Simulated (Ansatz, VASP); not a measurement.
# Cross-check of MgBe2 between VASP and Ansatz

Wanted: the spread between two codes on one cell, functional and k mesh. The cell is generated by rule, not measured, and may not be a known phase. The cell is taken from a series of runs on this material, whose earlier steps may have relaxed, scaled, displaced or heated it; both programs get it as it stands.

Program: Ansatz 0.2.0. Level of theory: plane waves, with VASP 6.6.1 beside it; zone-centre phonons at PBEsol. Results are calculated unless marked as measured.

The structure was built from a prototype and need not be the compound's stable phase.

**1. Set-up**

It takes space group Cmce (No. 64, orthorhombic). The conventional cell has a = 3.755 Å, b = 9.025 Å, c = 4.385 Å, α = 90.00°, β = 90.00°, γ = 90.00°. Be has 6 Be at 2.20 to 2.26 Å and 4 Mg at 2.59 to 2.77 Å nearest. Nearest to Mg lie 8 Be at 2.59 to 2.77 Å and 4 Mg at 2.89 Å. Farther neighbours are not listed.

Coordinates:

```cif
data_structure
_symmetry_space_group_name_H-M 'P 1'
_symmetry_Int_Tables_number 1
_cell_length_a 4.8874
_cell_length_b 4.8874
_cell_length_c 4.3846
_cell_angle_alpha 90.000
_cell_angle_beta 90.000
_cell_angle_gamma 134.823
_cell_volume 74.29
loop_
_atom_site_label
_atom_site_type_symbol
_atom_site_fract_x
_atom_site_fract_y
_atom_site_fract_z
_atom_site_occupancy
Be1 Be 0.21869 0.78131 0.38170 1
Be2 Be 0.71869 0.28131 0.11830 1
Be3 Be 0.78131 0.21869 0.61830 1
Be4 Be 0.28131 0.71869 0.88170 1
Mg5 Mg 0.50000 0.50000 0.50000 1
Mg6 Mg 0.00000 0.00000 0.00000 1
```

**2. Ansatz: zone-centre phonons, PBEsol**

Ansatz runs on its default PAW (the set named soft_2) files.

Second derivatives magnify differences that forces hide, and they need a tight electronic threshold.

Input file input.yaml:

```yaml
crystal:
  lattice:
    - [1.8773278152, -4.5125091806, 0.0]
    - [1.8773278152, 4.5125091806, 0.0]
    - [0.0, 0.0, 4.3845867705]
  atoms:
    - { symbol: Be, position: [0.2186893563, 0.7813106437, 0.381702137] }
    - { symbol: Be, position: [0.7186893563, 0.2813106437, 0.118297863] }
    - { symbol: Be, position: [0.7813106437, 0.2186893563, 0.618297863] }
    - { symbol: Be, position: [0.2813106437, 0.7186893563, 0.881702137] }
    - { symbol: Mg, position: [0.5, 0.5, 0.5] }
    - { symbol: Mg, position: [0.0, 0.0, 0.0] }
kpoints:
  mp_grid: { grid: [10, 10, 8] }
hamiltonian:
  xc: pbesol
scf:
  occupations: { method: methfessel_paxton, width: 0.15 }
output:
  eigenvalues: true
phonons:
  method: dfpt
```

Run with:

```bash
$ ansatz run input.yaml --threads 4 --pin off --max-ram 7168MiB --backend cpu --events-out ev --progress --plain --runs-dir out
```

Numbers of over 12 decimals in the logs are rounded to 6 here.

The program printed:

```text
zone centre: on kpoints.mp_grid the ground state, and the responses unless they are solved on pairs of k-points, stand on 227 of the mesh's 800 k-points, reduced under 2 symmetry operations, with k and −k counted as one. Each operation leaves every solved displacement unchanged or reverses it
Engine: ansatz 0.2.0, aarch64-unknown-linux-gnu
Pseudopotentials: kind: paw
Pseudopotential: Be, paw, valence charge 2, recommended cutoff 420 eV (normal), Be.paw.azcp
Pseudopotential: Mg, paw, valence charge 10, recommended cutoff 420 eV (normal), Mg.paw.azcp
Functional definition: PBEsol
  exchange = pbesol_x
  correlation = pbesol_c
Crystal: 6 atoms, lattice volume = 74.288 Å³
Basis set: ecut = 420 eV, 1431 PW (Γ), exchange–correlation on 72×72×60 points (8 copies of the dense FFT grid, shifted against one another)
Bands: 20, of which v1, the nominal top of the filled ones, is band 14 counted from 1 (13 counted from 0)
Symmetry: 8 space group operations
k-points: 227 of 800 (irreducible under 2 space group operations, time reversal used)
Non-local potential: Be, projectors of the file, l = 0: 2, l = 1: 2, l = 2: 1
Non-local potential: Mg, projectors of the file, l = 0: 3, l = 1: 2, l = 2: 1
PAW form: soft (Blöchl's): semilocal exchange-correlation on the pseudo side does not see the compensation charge
PAW frozen core: Be, regenerated for the run's functional, and the local potential with it (the file was generated under x = pbe(κ = 0.804, μ = 0.219515), c = pbe(β = 0.066725))
PAW frozen core: Mg, regenerated for the run's functional, and the local potential with it (the file was generated under x = pbe(κ = 0.804, μ = 0.219515), c = pbe(β = 0.066725))
PAW one-centre angular grid: Be, 110 points (default); XC on 64 Gauss nodes
PAW one-centre angular grid: Mg, 110 points (default); XC on 64 Gauss nodes
Initial density: superposition of atomic densities (neutral atoms: chi_scale 0, normalization atom), corrected by the library's trained network
Initial wavefunctions: pseudopotential atomic-orbital guess
Functional: x = pbesol(κ = 0.804, μ = 0.123457), c = pbesol(β = 0.046)
SCF iter   1: F=—  HF=-4184.546333 eV  |F-HF|=—  |Δ(HF+E_count)|=         —  Δρ=2.44e-3  dr2=7.07e-3  ethr=1.77e-3  ⟨swp⟩=5.8  Hψ=21848  notcnv=0
preconditioner: auto → Kerker (q_TF=auto, 2.319 Å⁻¹)  [metal: Δε(μ)=0.011 eV  Ē_g=7.205 eV  σ=0.150 eV  W_gap=0.06  n_scr=20 (ndim 8)  ℏωp=14.9 eV  f_vac=0.000  D(μ)=1.81/eV (n_scr^D=12)]
SCF iter   2: F=—  HF=-4184.543368 eV  |F-HF|=—  |Δ(HF+E_count)|=   2.96e-3  S|Δr|=    0.00e0  Δρ=1.28e-3  dr2=2.68e-3  ethr=2.52e-5  ⟨swp⟩=1.1  Hψ=6451  notcnv=0
SCF iter   3: F=—  HF=-4184.542569 eV  |F-HF|=—  |Δ(HF+E_count)|=   7.99e-4  S|Δr|=    0.00e0  Δρ=2.78e-4  dr2=1.36e-4  ethr=9.56e-6  ⟨swp⟩=2.4  Hψ=6101  notcnv=0
SCF iter   4: F=—  HF=-4184.542525 eV  |F-HF|=—  |Δ(HF+E_count)|=   4.40e-5  S|Δr|=    0.00e0  Δρ=5.87e-5  dr2=2.89e-6  ethr=4.85e-7  ⟨swp⟩=2.0  Hψ=5375  notcnv=0
SCF iter   5: F=—  HF=-4184.542524 eV  |F-HF|=—  |Δ(HF+E_count)|=   2.49e-7  S|Δr|=    0.00e0  Δρ=2.93e-5  dr2=3.18e-7  ethr=1.03e-8  ⟨swp⟩=2.0  Hψ=7391  notcnv=0
SCF iter   6: F=—  HF=-4184.542524 eV  |F-HF|=—  |Δ(HF+E_count)|=   2.92e-7  S|Δr|=    0.00e0  Δρ=3.54e-6  dr2=6.76e-9  ethr=1.14e-9  ⟨swp⟩=2.0  Hψ=7258  notcnv=0
SCF iter   7: F=—  HF=-4184.542524 eV  |F-HF|=—  |Δ(HF+E_count)|=   3.20e-9  S|Δr|=    0.00e0  Δρ=4.75e-7  dr2=1.55e-10  ethr=2.41e-11  ⟨swp⟩=2.3  Hψ=7037  notcnv=0
SCF iter   8: F=-4184.542524 eV  HF=-4184.542524 eV  |F-HF|=1.82e-12  |Δ(HF+E_count)|=  3.37e-11  S|Δr|=    0.00e0  Δρ=4.43e-8  dr2=1.71e-12  ethr=1.00e-12  ⟨swp⟩=8.1  Hψ=19920  notcnv=0
SCF 1 converged in 8 iterations: F = -4184.542524 eV  dr2 = 1.71e-12
  greatest PAW one-centre occupation: 1.000 electrons in one spin orbital (limit 2), on the Mg atom at site 5 (counted from 0), in its partial waves of l = 0
DFPT response loops at Γ: preconditioner auto → Kerker (q_TF=auto, 2.319 Å⁻¹) (partly filled bands, converged f_vac=0.000); β = 1.00, the filter's whole step (`scf.mixing.beta` (0.50) is not read by the response loops under this deck's `scf.mixing.preconditioner`; to damp them name `kerker` or `kerker_dos`, under which they read `scf.mixing.beta`, and type it under 1.00, their step now; both keys bind the ground state too); Broyden in place of MSR1
SCF converged after 8 iterations
Stability not checked: this state was not tested for a lower state beside it, because cold or Methfessel-Paxton smearing, or corrected tetrahedra, fill the levels in a way that the test cannot read (fill_not_monotonic; see scf.lower_state_search)
Free energy (F): -4184.542524 eV
Harris-Foulkes:  -4184.542524 eV  (|F-HF|=1.82e-12)
Internal energy: -4184.540776 eV  (E = F + TS)
E sigma→0 (E₀):  -4184.542087 eV
Entropy (-TS):   -0.001748 eV (-0.291 meV/atom)
Fermi energy:    6.751213 eV
--- Per-component energies (eV) ---
  E_band       = -665.065889
  E_kinetic    = 230.456025
  E_local      = -3402.640295  (includes V_loc(G=0)·N_el)
  E_nonlocal   = 210.280884
  E_hartree    = 1254.579095
  E_xc         = -134.260414
  E_vxc        = -155.585455  (∫ρ·V_xc dr)
  E_paw        = -790.229016  (= ΣΔE_a)
  E_vpaw       = -56.735237  (= ΣTr[D̂ρ^β])
  E_aug_tail   = -0.000008  (compensation charges beyond the density's cutoff)
  E_ewald      = -1552.882898
  E_core_change = 0.155850  (= ΣΔE_core)
  E_smearing   = -0.001748  (= −TS)
  E_closure    = -0.000000  (closes the sum)
  Σ components = -4184.542524   (vs F -4184.542524, Δ=0.00e0)
--- Band table (eV; the first three rows and the last of 227) ---
  k-point 0: bands = [... 10 lower, 4.1353, 4.1454, 4.9929, 5.1265, 9.2391, 9.5575, 9.6295, 10.5442, ... 2 higher]
  k-point 1: bands = [... 10 lower, 3.6011, 5.1083, 5.2021, 5.6012, 8.7328, 8.9626, 9.5373, 10.4154, ... 2 higher]
  k-point 2: bands = [... 10 lower, 3.8639, 5.3981, 5.4536, 7.1900, 7.5444, 8.3101, 8.8658, 10.4006, ... 2 higher]
  k-point 226: bands = [... 10 lower, 1.8247, 1.8247, 6.4845, 6.4845, 9.0774, 9.0774, 12.7892, 12.7892, ... 2 higher]
--- Phonons (Γ-DFPT): 6 representative perturbations + reference, on 227 of 800 k-points (Σ response iterations 18) ---
  k mesh reduced under 2 symmetry operations, with k and −k counted as one. Each operation leaves every solved displacement unchanged or reverses it
  ASR residual: 7.550e-5 → 0.000e0 eV/Å²; symmetrization residual: 1.384e-6 eV/Å²
  ASR residual per site (eV/Å²): 7.55e-5 7.55e-5 7.55e-5 7.55e-5 3.15e-5 3.15e-5
  Γ frequencies (cm⁻¹): -153.29 0.00 0.00 0.00 198.07 287.48 293.60 308.10 368.31 372.59 406.57 440.66 466.99 479.19 532.25 535.00 545.85 631.59
  non-analytic LO–TO correction: not included (Born effective charges unavailable; polar crystals: no LO–TO splitting at Γ)
```

**3. VASP: zone-centre phonons, PBEsol**

The same cell, functional, mesh and smearing now go to VASP, with its own data sets.

Lines of VASP's logs that name or quote its potential files are left out, and so is its time.

Input file INCAR:

```
SYSTEM = MgBe2
PREC = Accurate
ENCUT = 600
EDIFF = 1E-08
NELM = 120
ISMEAR = 1
SIGMA = 0.15
LREAL = .FALSE.
ALGO = Normal
GGA = PS
NBANDS = 12
LORBIT = 11
LWAVE = .FALSE.
LCHARG = .FALSE.
ISIF = 2
IBRION = 8
LASPH = .TRUE.
GGA_COMPAT = .FALSE.
KPAR = 2
```

Input file POSCAR:

```
MgBe2
1.0
    1.8773278152     -4.5125091806      0.0000000000
    1.8773278152      4.5125091806      0.0000000000
    0.0000000000      0.0000000000      4.3845867705
Be Mg
4 2
Direct
    0.2186893563      0.7813106437      0.3817021370
    0.7186893563      0.2813106437      0.1182978630
    0.7813106437      0.2186893563      0.6182978630
    0.2813106437      0.7186893563      0.8817021370
    0.5000000000      0.5000000000      0.5000000000
    0.0000000000      0.0000000000      0.0000000000
```

Input file KPOINTS:

```
Automatic mesh
0
Gamma
10 10 8
0 0 0
```

The projector-augmented-wave data sets are Be and Mg (PBE family, release 64).

Run with:

```bash
$ mpirun -np 2 vasp_std
```

The program printed:

```text
[banner, memory and clock lines left out]
running    2 mpi-ranks, on    1 nodes
 distrk:  each k-point on    1 cores,    2 groups
 distr:  one band on    1 cores,    1 groups

 POSCAR found type information on POSCAR BeMg
 POSCAR found :  2 types and       6 ions
|                                                                             |
|               ----> ADVICE to this user running VASP <----                  |
|                                                                             |
|     You enforced a specific xc type in the INCAR file but a different       |
|     [... a line on the potential file left out ...]
|     I HOPE YOU KNOW WHAT YOU ARE DOING!                                     |
|                                                                             |

 LDA part: xc-table for (Slater+PW92), standard interpolation
 POSCAR, INCAR and KPOINTS ok, starting setup
 FFT: planning ... GRIDC
 FFT: planning ... GRID_SOFT
 FFT: planning ... GRID
 WAVECAR not read
 entering main loop
       N       E                     dE             d eps       ncg     rms          rms(c)
DAV:   1     0.114395629038E+02    0.11440E+02   -0.50024E+03  3728   0.893E+02
DAV:   2    -0.188349619647E+02   -0.30275E+02   -0.28495E+02  4752   0.123E+02
DAV:   3    -0.202566206255E+02   -0.14217E+01   -0.13874E+01  5132   0.261E+01
DAV:   4    -0.202721253924E+02   -0.15505E-01   -0.15484E-01  4512   0.268E+00
DAV:   5    -0.202722853728E+02   -0.15998E-03   -0.15996E-03  5024   0.291E-01    0.390E+00
DAV:   6    -0.187342889780E+02    0.15380E+01   -0.23222E+00  4152   0.669E+00    0.173E+00
DAV:   7    -0.184988437456E+02    0.23545E+00   -0.10838E+00  4536   0.474E+00    0.495E-01
DAV:   8    -0.185047527728E+02   -0.59090E-02   -0.18080E-01  4112   0.214E+00    0.336E-01
DAV:   9    -0.184922463418E+02    0.12506E-01   -0.57857E-02  4176   0.113E+00    0.693E-02
DAV:  10    -0.184920155012E+02    0.23084E-03   -0.30145E-03  4468   0.353E-01    0.167E-02
DAV:  11    -0.184920164536E+02   -0.95238E-06   -0.84634E-05  4620   0.663E-02    0.641E-03
DAV:  12    -0.184920161196E+02    0.33399E-06   -0.36205E-06  4572   0.127E-02    0.235E-03
DAV:  13    -0.184920163130E+02   -0.19335E-06   -0.21268E-07  4692   0.323E-03    0.408E-04
DAV:  14    -0.184920163081E+02    0.48298E-08   -0.71018E-09  3116   0.622E-04
   1 F= -.18492016E+02 E0= -.18491442E+02  d E =-.172301E-02
 Linear response reoptimize wavefunctions to high precision
DAV:   1    -0.184920163109E+02   -0.27826E-08   -0.18867E-09  3952   0.312E-04
DAV:   2    -0.184920163109E+02   -0.10346E-10   -0.15606E-10  2568   0.113E-04
 Linear response DOF=           6
 Linear response progress:
  Degree of freedom:   1/  6
       N       E                     dE             d eps       ncg     rms          rms(c)
RMM:   1    -0.113064047190E-01   -0.11306E-01    0.73169E-03 23460   0.505E-01
RMM:   2    -0.109950801463E-01    0.31132E-03   -0.29735E-04 15310   0.105E-01    0.832E-02
RMM:   3    -0.108413790749E-01    0.15370E-03   -0.31678E-04 15374   0.753E-02    0.390E-02
RMM:   4    -0.110062008852E-01   -0.16482E-03   -0.19663E-04 15212   0.592E-02    0.539E-03
RMM:   5    -0.110178217248E-01   -0.11621E-04   -0.29326E-06 16163   0.938E-03    0.931E-04
RMM:   6    -0.110212369825E-01   -0.34153E-05   -0.11308E-07 16219   0.139E-03    0.382E-04
RMM:   7    -0.110200659449E-01    0.11710E-05   -0.24290E-09 16342   0.474E-04    0.445E-05
RMM:   8    -0.110203282213E-01   -0.26228E-06   -0.38307E-09 16621   0.122E-04    0.228E-05
RMM:   9    -0.110202439435E-01    0.84278E-07   -0.16293E-09 16762   0.503E-05    0.302E-06
RMM:  10    -0.110202280757E-01    0.15868E-07   -0.22359E-09 17281   0.241E-05    0.133E-06
RMM:  11    -0.110202347093E-01   -0.66336E-08   -0.26654E-09 15261   0.200E-05    0.174E-07
 first order change of Fermi-energy   0.28128E-04
 force on displaced ion       1 direction 1 :  -7.278   0.001  -0.001
 Linear response progress:
  Degree of freedom:   2/  6
       N       E                     dE             d eps       ncg     rms          rms(c)
RMM:   1    -0.101778649735E-01   -0.10178E-01    0.87505E-03 12864   0.460E-01
RMM:   2    -0.979132022876E-02    0.38654E-03   -0.24846E-04  8634   0.969E-02    0.616E-02
RMM:   3    -0.968794618398E-02    0.10337E-03   -0.29472E-04  8639   0.664E-02    0.268E-02
RMM:   4    -0.977816435231E-02   -0.90218E-04   -0.81910E-05  8892   0.364E-02    0.736E-03
RMM:   5    -0.980278310271E-02   -0.24619E-04   -0.39498E-06  9091   0.930E-03    0.170E-03
RMM:   6    -0.980491067178E-02   -0.21276E-05   -0.11725E-07  9156   0.171E-03    0.446E-04
RMM:   7    -0.980340663944E-02    0.15040E-05   -0.11658E-08  9110   0.459E-04    0.113E-04
RMM:   8    -0.980355533465E-02   -0.14870E-06    0.35654E-09  9373   0.171E-04    0.172E-05
RMM:   9    -0.980352498773E-02    0.30347E-07    0.36403E-09  9523   0.361E-05    0.502E-06
RMM:  10    -0.980350954391E-02    0.15444E-07    0.30568E-09  9598   0.189E-05    0.175E-06
RMM:  11    -0.980351377271E-02   -0.42288E-08    0.37039E-09  8726   0.157E-05    0.315E-07
 first order change of Fermi-energy  -0.27238E-01
 force on displaced ion       1 direction 2 :   0.000  -4.793   1.497
 Linear response progress:
  Degree of freedom:   3/  6
       N       E                     dE             d eps       ncg     rms          rms(c)
RMM:   1    -0.130840712661E-01   -0.13084E-01    0.87314E-05 13857   0.551E-01
RMM:   2    -0.109947520559E-01    0.20893E-02   -0.54085E-04  8548   0.129E-01    0.825E-02
RMM:   3    -0.107632927582E-01    0.23146E-03   -0.61110E-04  8479   0.101E-01    0.311E-02
RMM:   4    -0.108707197826E-01   -0.10743E-03   -0.96782E-05  8874   0.416E-02    0.101E-02
RMM:   5    -0.109110797370E-01   -0.40360E-04   -0.99331E-06  8958   0.128E-02    0.159E-03
RMM:   6    -0.109167903383E-01   -0.57106E-05   -0.80958E-07  9196   0.209E-03    0.499E-04
RMM:   7    -0.109149887015E-01    0.18016E-05   -0.35471E-07  9033   0.710E-04    0.142E-04
RMM:   8    -0.109155668971E-01   -0.57820E-06   -0.19109E-07  9322   0.250E-04    0.200E-05
RMM:   9    -0.109155562610E-01    0.10636E-07   -0.23919E-07  9517   0.492E-05    0.706E-06
RMM:  10    -0.109155284018E-01    0.27859E-07   -0.26431E-07  9554   0.244E-05    0.250E-06
RMM:  11    -0.109155284052E-01   -0.33760E-11   -0.24529E-07  8793   0.174E-05    0.405E-07
RMM:  12    -0.109155296798E-01   -0.12746E-08   -0.26663E-07  6727   0.156E-05    0.126E-07
RMM:  13    -0.109155295693E-01    0.11045E-09   -0.26149E-07  5113   0.154E-05    0.253E-08
 first order change of Fermi-energy   0.37784E-01
 force on displaced ion       1 direction 3 :   0.000   1.505  -6.963
 Linear response progress:
  Degree of freedom:   4/  6
       N       E                     dE             d eps       ncg     rms          rms(c)
RMM:   1    -0.231857085042E-02   -0.23186E-02   -0.13735E-03 10829   0.279E-01
RMM:   2    -0.208240134644E-02    0.23617E-03   -0.75103E-05  8571   0.541E-02    0.215E-02
RMM:   3    -0.208078216475E-02    0.16192E-05   -0.70850E-06  8847   0.136E-02    0.127E-02
RMM:   4    -0.209240167930E-02   -0.11620E-04   -0.67986E-06  8555   0.125E-02    0.242E-03
RMM:   5    -0.209078356081E-02    0.16181E-05   -0.96785E-08  9095   0.239E-03    0.188E-04
RMM:   6    -0.209037684624E-02    0.40671E-06   -0.27872E-09  9125   0.252E-04    0.814E-05
RMM:   7    -0.209048899182E-02   -0.11215E-06   -0.84796E-10  9225   0.957E-05    0.109E-05
RMM:   8    -0.209053451612E-02   -0.45524E-07   -0.31637E-10  9361   0.224E-05    0.312E-06
RMM:   9    -0.209052757466E-02    0.69415E-08   -0.27036E-10  9349   0.126E-05    0.457E-07
 first order change of Fermi-energy  -0.25885E-04
 force on displaced ion       5 direction 1 :  -4.536  -0.000   0.000
 Linear response progress:
  Degree of freedom:   5/  6
       N       E                     dE             d eps       ncg     rms          rms(c)
RMM:   1    -0.354422003500E-02   -0.35442E-02    0.79785E-03 12598   0.404E-01
RMM:   2    -0.323631923365E-02    0.30790E-03   -0.15102E-04  8594   0.794E-02    0.380E-02
RMM:   3    -0.319654651542E-02    0.39773E-04   -0.11206E-04  8543   0.424E-02    0.169E-02
RMM:   4    -0.322022465164E-02   -0.23678E-04   -0.17969E-05  8860   0.182E-02    0.663E-03
RMM:   5    -0.323220829258E-02   -0.11984E-04   -0.90606E-07  8953   0.528E-03    0.167E-03
RMM:   6    -0.323498481695E-02   -0.27765E-05   -0.43495E-08  9043   0.133E-03    0.222E-04
RMM:   7    -0.323460451031E-02    0.38031E-06   -0.64953E-09  9108   0.390E-04    0.671E-05
RMM:   8    -0.323478077849E-02   -0.17627E-06   -0.43562E-10  9251   0.129E-04    0.149E-05
RMM:   9    -0.323479332748E-02   -0.12549E-07    0.34494E-10  9495   0.249E-05    0.332E-06
RMM:  10    -0.323479822059E-02   -0.48931E-08    0.25552E-10  9327   0.115E-05    0.535E-07
 first order change of Fermi-energy  -0.21247E-04
 force on displaced ion       5 direction 2 :   0.000  -5.836  -1.914
 Linear response progress:
  Degree of freedom:   6/  6
       N       E                     dE             d eps       ncg     rms          rms(c)
RMM:   1    -0.324876447623E-02   -0.32488E-02   -0.30832E-04 12110   0.321E-01
RMM:   2    -0.276589628395E-02    0.48287E-03   -0.23631E-04  8626   0.685E-02    0.292E-02
RMM:   3    -0.274598771320E-02    0.19909E-04   -0.66235E-05  8668   0.325E-02    0.133E-02
RMM:   4    -0.276524177966E-02   -0.19254E-04   -0.75569E-06  8948   0.119E-02    0.598E-03
RMM:   5    -0.277460233606E-02   -0.93606E-05   -0.55799E-07  8783   0.500E-03    0.122E-03
RMM:   6    -0.277477051257E-02   -0.16818E-06    0.84784E-08  9131   0.105E-03    0.186E-04
RMM:   7    -0.277418610452E-02    0.58441E-06    0.37599E-08  9032   0.249E-04    0.472E-05
RMM:   8    -0.277434926669E-02   -0.16316E-06    0.35254E-09  9348   0.773E-05    0.148E-05
RMM:   9    -0.277437098081E-02   -0.21714E-07   -0.38482E-09  9454   0.236E-05    0.264E-06
RMM:  10    -0.277437678653E-02   -0.58057E-08   -0.55481E-09  9411   0.135E-05    0.597E-07
 first order change of Fermi-energy  -0.16605E-04
 force on displaced ion       5 direction 3 :   0.000  -1.914  -5.568
 Linear response finished
```

(Part 1 of 2 ends here.)

[Lines on the potential files, build, host, timing and source positions are cut from VASP's logs without a mark.]

[Logs are printed without paths, hosts, clocks, repeated set-up lines and the standing remarks that a program may print on its own settings, such as how far it seeks lower states.]

[Hosts, paths, dates, database ids (printed as entryN), source tags and the programs' standing remarks are cut or masked in the printed files.]
